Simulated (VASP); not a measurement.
Level of theory: PBE GGA, VASP's PBE PAW potentials (set 64) (plane waves; VASP).

The input files of a VASP run:

KPOINTS:
```
Automatic mesh
0
Gamma
10 10 10
0 0 0
```

**INCAR**
```
# general
SYSTEM   =  HgTe
PREC     =  Accurate
ENCUT    =  480   # plane-wave cut-off (eV)
LREAL    =  .FALSE.
LASPH    =  .TRUE.   # aspherical one-centre terms

# electronic loop
EDIFF    =  1E-7
NELM     =  100   # most electronic steps
ALGO     =  Normal   # blocked Davidson
LMAXMIX  =  6   # l cut-off of mixed one-centre charges

# smearing
ISMEAR   =  1   # Methfessel-Paxton
SIGMA    =  0.1   # width (eV)

# functional
GGA      =  PE

# ions
ISIF     =  2

# output
LWAVE    =  .FALSE.
LCHARG   =  .FALSE.
```

### POSCAR
```
HgTe
1
    0.0000000000     3.2770001709     3.2770001709
    3.2770001709     0.0000000000     3.2770001709
    3.2770001709     3.2770001709     0.0000000000
Hg Te
1 1
Direct
  0.0000000000   0.0000000000   0.0000000000
  0.2500000000   0.2500000000   0.2500000000
```

POTCAR, in this order: Hg Te (PBE.64 set). Program: vasp_std.

The resulting files:

File OUTCAR:
```
 ion  position               nearest neighbor table
   1  0.000  0.000  0.000-   2 2.84   2 2.84   2 2.84   2 2.84
   2  0.250  0.250  0.250-   1 2.84   1 2.84   1 2.84   1 2.84
  LATTYP: Found a face centered cubic cell.
 ALAT       =     6.5540003418
 Subroutine PRICEL returns:
 Original cell was already a primitive cell.
 Subroutine GETGRP returns: Found 24 space group operations
The static configuration has the point symmetry T_d .
The dynamic configuration has the point symmetry T_d .
 Subroutine INISYM returns: Found 24 space group operations
 Subroutine IBZKPT returns following result:
 Found     47 irreducible k-points:

 Following reciprocal coordinates:
            Coordinates               Weight
  0.000000  0.000000  0.000000      1.000000
  0.100000  0.000000  0.000000      8.000000
  0.200000  0.000000  0.000000      8.000000
  0.300000  0.000000  0.000000      8.000000
  0.400000  0.000000  0.000000      8.000000
  0.500000  0.000000  0.000000      4.000000
  0.100000  0.100000  0.000000      6.000000
  0.200000  0.100000  0.000000     24.000000
  0.300000  0.100000  0.000000     24.000000
  0.400000  0.100000  0.000000     24.000000
  0.500000  0.100000  0.000000     24.000000
 -0.400000  0.100000  0.000000     24.000000
 -0.300000  0.100000  0.000000     24.000000
 -0.200000  0.100000  0.000000     24.000000
 -0.100000  0.100000  0.000000     12.000000
  0.200000  0.200000  0.000000      6.000000
  0.300000  0.200000  0.000000     24.000000
  0.400000  0.200000  0.000000     24.000000
  0.500000  0.200000  0.000000     24.000000
 -0.400000  0.200000  0.000000     24.000000
 -0.300000  0.200000  0.000000     24.000000
 -0.200000  0.200000  0.000000     12.000000
  0.300000  0.300000  0.000000      6.000000
  0.400000  0.300000  0.000000     24.000000
  0.500000  0.300000  0.000000     24.000000
 -0.400000  0.300000  0.000000     24.000000
 -0.300000  0.300000  0.000000     12.000000
  0.400000  0.400000  0.000000      6.000000
  0.500000  0.400000  0.000000     24.000000
 -0.400000  0.400000  0.000000     12.000000
  0.500000  0.500000  0.000000      3.000000
  0.300000  0.200000  0.100000     24.000000
  0.400000  0.200000  0.100000     48.000000
  0.500000  0.200000  0.100000     48.000000
 -0.400000  0.200000  0.100000     24.000000
  0.400000  0.300000  0.100000     24.000000
  0.500000  0.300000  0.100000     48.000000
 -0.400000  0.300000  0.100000     48.000000
 -0.300000  0.300000  0.100000     48.000000
 -0.200000  0.300000  0.100000     24.000000
   k-points           NKPTS =     47   k-points in BZ     NKDIM =     47   number of bands    NBANDS=     13
   number of dos      NEDOS =    301   number of ions     NIONS =      2
   total plane-waves  NPLWV =  46656
   dimension x,y,z NGX =    36 NGY =   36 NGZ =   36
   dimension x,y,z NGXF=    72 NGYF=   72 NGZF=   72
   ions per type =               1   1
   PREC   = accura    normal or accurate (medium, high low for compatibility)
   ISTART =      0    job   : 0-new  1-cont  2-samecut
   ICHARG =      2    charge: 1-file 2-atom 10-const
   ISPIN  =      1    spin polarized calculation?
   LNONCOLLINEAR =      F non collinear calculations
   LSORBIT =      F    spin-orbit coupling
   INIWAV =      1    electr: 0-lowe 1-rand  2-diag
   ENCUT  =  480.0 eV  35.28 Ry    5.94 a.u.   8.28  8.28  8.28*2*pi/ulx,y,z
   NELM   =    100;   NELMIN=  2; NELMDL= -5     # of ELM steps
   EDIFF  = 0.1E-06   stopping-criterion for ELM
   LREAL  =      F    real-space projection
   NLSPLINE    = F    spline interpolate recip. space projectors
   LMAXMIX     =    6 max onsite mixed and CHGCAR
...
```

### OSZICAR
```
       N       E                     dE             d eps       ncg     rms          rms(c)
DAV:   1     0.102679327559E+03    0.10268E+03   -0.77074E+03  1222   0.111E+03
DAV:   2     0.256782625588E+00   -0.10242E+03   -0.98107E+02  1357   0.260E+02
DAV:   3    -0.380028588917E+01   -0.40571E+01   -0.40403E+01  1502   0.537E+01
DAV:   4    -0.383962513998E+01   -0.39339E-01   -0.39335E-01  1679   0.483E+00
DAV:   5    -0.383981905630E+01   -0.19392E-03   -0.19392E-03  1477   0.279E-01    0.726E+00
DAV:   6    -0.364056624741E+01    0.19925E+00   -0.49017E-01  1402   0.101E+01    0.580E+00
DAV:   7    -0.363445440993E+01    0.61118E-02   -0.10633E-01  1362   0.254E+00    0.217E+00
DAV:   8    -0.363376864358E+01    0.68577E-03   -0.10751E-02  1267   0.139E+00    0.579E-01
DAV:   9    -0.363380448945E+01   -0.35846E-04   -0.83502E-04  1462   0.361E-01    0.129E-01
DAV:  10    -0.363383470950E+01   -0.30220E-04   -0.93987E-05  1380   0.964E-02    0.532E-02
DAV:  11    -0.363385012548E+01   -0.15416E-04   -0.37914E-05  1327   0.533E-02    0.342E-02
DAV:  12    -0.363384839742E+01    0.17281E-05   -0.47432E-06  1427   0.203E-02    0.181E-02
DAV:  13    -0.363384833772E+01    0.59698E-07   -0.44652E-07  1372   0.420E-03
   1 F= -.36338483E+01 E0= -.36339208E+01  d E =0.217489E-03
```

**OUTCAR**
```
------------------------ aborting loop because EDIFF is reached ----------------------------------------
  FORCE on cell =-STRESS in cart. coord.  units (eV):
  Direction    XX          YY          ZZ          XY          YZ          ZX
  --------------------------------------------------------------------------------------
  Total        0.7688389      0.7688389      0.7688389      0.0000000      0.0000000      0.0000000
  in kB       17.5019540     17.5019540     17.5019540      0.0000000      0.0000000      0.0000000
  external PRESSURE =      17.5019540 kB  Pullay stress =       0.0000000 kB
  volume of cell :       70.38
      direct lattice vectors                 reciprocal lattice vectors
     0.000000000  3.277000171  3.277000171    -0.152578570  0.152578570  0.152578570
     3.277000171  0.000000000  3.277000171     0.152578570 -0.152578570  0.152578570
     3.277000171  3.277000171  0.000000000     0.152578570  0.152578570 -0.152578570
 POSITION                                       TOTAL-FORCE (eV/Angst)
 -----------------------------------------------------------------------------------
      0.00000      0.00000      0.00000         0.000000      0.000000      0.000000
      1.63850      1.63850      1.63850        -0.000000     -0.000000     -0.000000
 -----------------------------------------------------------------------------------
    total drift:                               -0.000000     -0.000000     -0.000000
  FREE ENERGIE OF THE ION-ELECTRON SYSTEM (eV)
  ---------------------------------------------------
  free  energy   TOTEN  =        -3.6338483377 eV

  energy  without entropy=       -3.6340658264  energy(sigma->0) =       -3.63392083
```
(Selected blocks of OUTCAR.)

The compound is HgTe in the zinc blende structure. This cell was strained or had an atom moved on purpose.
